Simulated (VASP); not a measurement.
Data:

```
CELL_PARAMETERS angstrom
      0.00000     3.09509     3.09509
      3.09509     0.00000     3.09509
      3.09509     3.09509     0.00000
ATOMIC_POSITIONS crystal
  Cd 0.00000 0.00000 0.00000
  Se 0.25000 0.25000 0.25000
```

Computed with modified Becke-Johnson potential (mBJ) with spin-orbit coupling, VASP's PBE PAW potentials (set 64) (plane waves; VASP 6.6.1). Settings: 350 eV cut-off, 6×6×6 Γ-centred mesh, Gaussian smearing of 0.050 eV, potentials Cd Se.

mBJ is a potential without an energy functional, so only the levels count.

Q: Give the energies of bands 11 to 24 at the high-symmetry points, in eV from the valence-band maximum.

A: 
```json
[
 {"band": "11", "Γ": "-7.29", "X": "-6.97", "U": "-6.99", "L": "-7.02", "W": "-6.97"},
 {"band": "12", "Γ": "-7.29", "X": "-6.97", "U": "-6.88", "L": "-7.02", "W": "-6.86"},
 {"band": "13", "Γ": "-0.33", "X": "-3.48", "U": "-3.46", "L": "-3.71", "W": "-3.43"},
 {"band": "14", "Γ": "-0.33", "X": "-3.48", "U": "-3.34", "L": "-3.71", "W": "-3.30"},
 {"band": "15", "Γ": "0.00", "X": "-1.67", "U": "-2.19", "L": "-0.81", "W": "-2.03"},
 {"band": "16", "Γ": "0.00", "X": "-1.67", "U": "-2.09", "L": "-0.81", "W": "-1.86"},
 {"band": "17", "Γ": "0.00", "X": "-1.54", "U": "-1.32", "L": "-0.60", "W": "-1.83"},
 {"band": "18", "Γ": "0.00", "X": "-1.54", "U": "-1.32", "L": "-0.60", "W": "-1.81"},
 {"band": "19", "Γ": "1.74", "X": "4.14", "U": "4.53", "L": "3.33", "W": "5.43"},
 {"band": "20", "Γ": "1.74", "X": "4.14", "U": "4.55", "L": "3.33", "W": "5.57"},
 {"band": "21", "Γ": "6.42", "X": "4.46", "U": "5.72", "L": "6.99", "W": "5.90"},
 {"band": "22", "Γ": "6.42", "X": "4.46", "U": "5.80", "L": "6.99", "W": "5.93"},
 {"band": "23", "Γ": "6.77", "X": "9.77", "U": "8.83", "L": "7.13", "W": "7.20"},
 {"band": "24", "Γ": "6.77", "X": "9.77", "U": "8.91", "L": "7.13", "W": "7.38"}
]
```

The gap is direct, 1.74 eV, from the valence maximum at Γ to the conduction minimum at Γ.

The compound is CdSe in the zinc blende structure, whereas wurtzite is the usual form. It was relaxed first, which changed the volume by +7 %. The cell's shape comes from a PBE relaxation.
